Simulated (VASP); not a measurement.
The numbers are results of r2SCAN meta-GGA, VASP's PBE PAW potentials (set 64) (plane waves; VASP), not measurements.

VASP input:

KPOINTS:
```
Regular mesh
0
gamma
 8 8 8
0 0 0
```

### POSCAR
```
InP
1.0
  0.0000000000   2.9515182363   2.9957910098
  2.9957910098   0.0000000000   2.9957910098
  2.9957910098   2.9515182363   0.0000000000
In P
1 1
Cartesian
  0.0000000000   0.0000000000   0.0000000000
  1.4978955049   1.4757591182   1.4978955049
```

### INCAR
```
ISMEAR=0   # Gaussian
LMAXMIX=4
ENCUT=480
ISIF=2   # forces and stress, cell fixed
ALGO=Normal   # blocked Davidson
LREAL=F   # projection in real space or not
PREC=Accurate
SIGMA=0.05
LWAVE=F
METAGGA=R2SCAN
EDIFF=1E-7   # SCF stop (eV)
SYSTEM=InP
LMIXTAU=T
NELM=100   # most electronic steps
LCHARG=F
LASPH=T   # aspherical one-centre terms
```

POTCAR, in this order: In_d P (PBE.64 set). Program: vasp_std.

The resulting files:

### OSZICAR
```
       N       E                     dE             d eps       ncg     rms          rms(c)
DAV:   1     0.891189691754E+02    0.89119E+02   -0.83398E+03  1534   0.147E+03
DAV:   2    -0.273616648431E+02   -0.11648E+03   -0.11298E+03  1569   0.331E+02
DAV:   3    -0.356540413237E+02   -0.82924E+01   -0.82298E+01  2022   0.933E+01
DAV:   4    -0.358851948081E+02   -0.23115E+00   -0.23101E+00  1903   0.172E+01
DAV:   5    -0.358969466071E+02   -0.11752E-01   -0.11751E-01  2350   0.323E+00    0.692E+00
DAV:   6    -0.322687313653E+02    0.36282E+01   -0.22681E+00  1869   0.379E+01    0.387E+00
DAV:   7    -0.322765713101E+02   -0.78399E-02   -0.67926E-01  1624   0.128E+01    0.219E+00
DAV:   8    -0.322169690783E+02    0.59602E-01   -0.36024E-01  1564   0.822E+00    0.125E+00
DAV:   9    -0.321618932261E+02    0.55076E-01   -0.22516E-01  1544   0.515E+00    0.553E-01
DAV:  10    -0.322006203373E+02   -0.38727E-01   -0.10869E-02  1684   0.109E+00    0.210E-01
DAV:  11    -0.322863446569E+02   -0.85724E-01   -0.57825E-02  1539   0.245E+00    0.222E-01
DAV:  12    -0.322729078236E+02    0.13437E-01   -0.91431E-03  1874   0.132E+00    0.784E-02
DAV:  13    -0.322868638279E+02   -0.13956E-01   -0.12457E-02  1554   0.136E+00    0.310E-02
DAV:  14    -0.322868836000E+02   -0.19772E-04   -0.28573E-04  2019   0.192E-01    0.277E-02
DAV:  15    -0.322869848878E+02   -0.10129E-03   -0.30322E-05  1579   0.617E-02    0.119E-02
DAV:  16    -0.322870228123E+02   -0.37925E-04   -0.73279E-05  1594   0.106E-01    0.166E-02
DAV:  17    -0.322870352388E+02   -0.12426E-04   -0.26377E-05  1579   0.602E-02    0.190E-02
DAV:  18    -0.322870415334E+02   -0.62945E-05   -0.15503E-06  1664   0.177E-02    0.148E-02
DAV:  19    -0.322870402231E+02    0.13103E-05   -0.56769E-07  1884   0.837E-03    0.904E-03
DAV:  20    -0.322870401640E+02    0.59078E-07   -0.25253E-08  1012   0.178E-03
   1 F= -.32287040E+02 E0= -.32287040E+02  d E =-.680284E-17
```

### OUTCAR
```
------------------------ aborting loop because EDIFF is reached ----------------------------------------
  FORCE on cell =-STRESS in cart. coord.  units (eV):
  Direction    XX          YY          ZZ          XY          YZ          ZX
  --------------------------------------------------------------------------------------
  Total       -0.6829016     -0.4651984     -0.6829016      0.0000000      0.0000000      0.0000000
  in kB      -20.6523847    -14.0685806    -20.6523847      0.0000000      0.0000000      0.0000000
  external PRESSURE =     -18.4577834 kB  Pullay stress =       0.0000000 kB
  volume of cell :       52.98
      direct lattice vectors                 reciprocal lattice vectors
     0.000000000  2.951518236  2.995791010    -0.166900828  0.169404340  0.166900828
     2.995791010  0.000000000  2.995791010     0.166900828 -0.169404340  0.166900828
     2.995791010  2.951518236  0.000000000     0.166900828  0.169404340 -0.166900828
  FREE ENERGIE OF THE ION-ELECTRON SYSTEM (eV)
  ---------------------------------------------------
  free  energy   TOTEN  =       -32.2870401640 eV

  energy  without entropy=      -32.2870401640  energy(sigma->0) =      -32.28704016
```
(Selected blocks of OUTCAR.)

OUTCAR:
```
 val. band max:        4.5108806163   @ k =   0.0000   0.0000   0.0000

 cond. band min:       5.3318051333   @ k =   0.0000   0.0000   0.0000


 Fermi energy:         4.7834735837

 k-point     1 :       0.0000    0.0000    0.0000
  band No.  band energies     occupation
      1     -10.1058      2.00000
      2     -10.1058      2.00000
      3     -10.0996      2.00000
      4      -9.9527      2.00000
      5      -9.9497      2.00000
      6      -7.1858      2.00000
      7       4.4415      2.00000
      8       4.4415      2.00000
      9       4.5109      2.00000
     10       5.3318      0.00000
     11       8.8830      0.00000
     12       8.9107      0.00000
     13       8.9107      0.00000

 k-point     2 :       0.1250    0.0000    0.0000
  band No.  band energies     occupation
      1     -10.1213      2.00000
      2     -10.0990      2.00000
      3     -10.0947      2.00000
      4      -9.9528      2.00000
      5      -9.9494      2.00000
      6      -7.0126      2.00000
      7       2.9648      2.00000
      8       4.2617      2.00000
      9       4.3171      2.00000
     10       6.2807      0.00000
     11       9.0102      0.00000
     12       9.1766      0.00000
     13       9.1776      0.00000

 k-point     3 :       0.2500    0.0000    0.0000
  band No.  band energies     occupation
      1     -10.1608      2.00000
      2     -10.0842      2.00000
      3     -10.0804      2.00000
      4      -9.9512      2.00000
      5      -9.9466      2.00000
      6      -6.5315      2.00000
      7       1.0795      2.00000
      8       3.8969      2.00000
      9       3.9704      2.00000
     10       6.4783      0.00000
     11       9.5725      0.00000
     12       9.6015      0.00000
     13      10.0700      0.00000

 k-point     4 :       0.3750    0.0000   -0.0000
  band No.  band energies     occupation
      1     -10.1981      2.00000
      2     -10.0724      2.00000
      3     -10.0687      2.00000
...
```

Unless said otherwise, spin-orbit coupling is left out, though it shifts the bands of the heavy elements here.

The compound is InP in the zinc blende structure. This cell was strained or had an atom moved on purpose.
